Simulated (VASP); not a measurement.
Set up this calculation in VASP 6.6.1, as the native input.

| Quantity | Value |
| --- | --- |
| Task | single point |
| Functional | r2SCAN |
| Dispersion | D3(BJ) |
| Potentials or basis | VASP PAW PBE potentials, release 64 (O, H, S) |
| Cutoff | 520 eV |
| k mesh | 1 × 1 × 1 |
| Occupations | fermi-dirac, width 0.05 eV |
| Spin | no spin polarisation |
| Dipole correction | no |
| Further INCAR settings | LREAL = Auto; ALGO = Normal; EDIFF = 1e-07; NBANDS = 55 |

The system is H18SO8.

```
O H S
1.0
     6.69433    0.00000    0.00000
     0.00000    6.69433    0.00000
     0.00000    0.00000    6.69433
O H S
8 18 1
Direct
  0.00761 0.56884 0.30272
  0.39905 0.35488 0.41946
  0.04543 0.08185 0.36852
  0.53538 0.22967 0.78765
  0.28800 0.50750 0.95221
  0.05960 0.72502 0.66855
  0.73311 0.27314 0.16817
  0.21971 0.01551 0.90248
  0.99081 0.68228 0.20913
  0.91144 0.47250 0.25184
  0.50898 0.34565 0.32332
  0.31954 0.47086 0.37170
  0.16796 0.15761 0.35932
  0.07473 0.98173 0.47415
  0.41446 0.16359 0.82101
  0.51094 0.29241 0.65747
  0.35693 0.62910 0.99119
  0.40135 0.42088 0.92028
  0.00115 0.65149 0.55607
  0.13642 0.62217 0.73933
  0.70926 0.24446 0.03080
  0.80172 0.15542 0.22365
  0.13859 0.12675 0.94517
  0.13325 0.93075 0.81890
  0.58548 0.87706 0.10263
  0.65799 0.93666 0.82915
  0.70319 0.79052 0.96922
```

The cell was built by a generator and needn't be a form met in nature.

The input as run:

POSCAR

```
H18SO8
1.0
    6.6943300000      0.0000000000      0.0000000000
    0.0000000000      6.6943300000      0.0000000000
    0.0000000000      0.0000000000      6.6943300000
O H S
8 18 1
Direct
    1.0076139061      0.5688396001      0.3027188681
    0.3990541249      0.3548824154      0.4194594530
    0.0454265027      0.0818453826      0.3685208228
    0.5353784471      0.2296719761      0.7876516395
    0.2880049236      0.5075041117     -0.0477867091
    1.0595981973      0.7250165439      0.6685508483
    0.7331129478      0.2731415989      0.1681721696
    0.2197083203      0.0155056593      0.9024801586
    0.9908086396      0.6822788838      0.2091322059
    0.9114429674      0.4725043432      0.2518399900
    0.5089829751      0.3456507223      0.3233183903
    0.3195390726      0.4708611616      0.3717026200
    0.1679630374      0.1576109932      0.3593190058
    0.0747348876     -0.0182691920      0.4741475248
    0.4144552181      0.1635861991      0.8210082264
    0.5109398551      0.2924116379      0.6574668413
    0.3569289234      0.6290995514     -0.0088134287
    0.4013545792      0.4208785644     -0.0797241845
    1.0011457457      0.6514916355      0.5560675975
    1.1364244069      0.6221683126      0.7393271619
    0.7092569383      0.2444606107      0.0308021863
    0.8017232494      0.1554151050      0.2236519562
    0.1385949005      0.1267490548      0.9451730046
    0.1332470912     -0.0692526362      0.8189019663
    0.5854805485      0.8770556575      1.1026346177
    0.6579896719      0.9366583362      0.8291494444
    0.7031921044      0.7905197383      0.9692232083
```

INCAR.step1

```
  PREC = Accurate
  ENCUT = 520
  ISMEAR = -1
  SIGMA = 0.05
  LREAL = Auto
  LASPH = T
  NELM = 100
  NBANDS = 55
  GGA = PE
  ALGO = Normal
  EDIFF = 1E-4
  LWAVE = T
  LCHARG = F
```

INCAR.step2

```
  PREC = Accurate
  ENCUT = 520
  EDIFF = 1E-7
  ISMEAR = -1
  SIGMA = 0.05
  LREAL = Auto
  LASPH = T
  NELM = 100
  ALGO = Normal
  ISIF = 2
  LWAVE = F
  LCHARG = F
  METAGGA = R2SCAN
  LMIXTAU = T
  IVDW = 12
  VDW_S6 = 1.0
  VDW_S8 = 0.78981345
  VDW_A1 = 0.49484001
  VDW_A2 = 5.73083694
  NBANDS = 55
  ISTART = 1
```

KPOINTS

```
regular mesh
0
Gamma
  1 1 1
```

Potentials or basis: VASP PAW PBE potentials, release 64 (O, H, S).

The run is started by

```sh
$ cat potpaw_PBE.64/O/POTCAR potpaw_PBE.64/H/POTCAR potpaw_PBE.64/S/POTCAR > POTCAR
$ cp INCAR.step1 INCAR
$ mpirun -np 1 vasp_gam > vasp.out
$ cp INCAR.step2 INCAR
$ mpirun -np 1 vasp_gam > vasp.out
```

It gave:

- Pressure: -0.7 GPa
- Largest force: 1.892 eV/Å
- Band gap on the k mesh: 4.77 eV, direct
- Dispersion energy per atom: -0.018 eV

Caveat: the PAW data sets were made with another functional, which shifts forces and pressure a little.

Run time: 2.5 min on 1 thread of Intel(R) Xeon(R) Platinum 8259CL CPU @ 2.50GHz (Skylake/Cascade Lake), with other jobs on the host, peak memory 0.36 GiB.
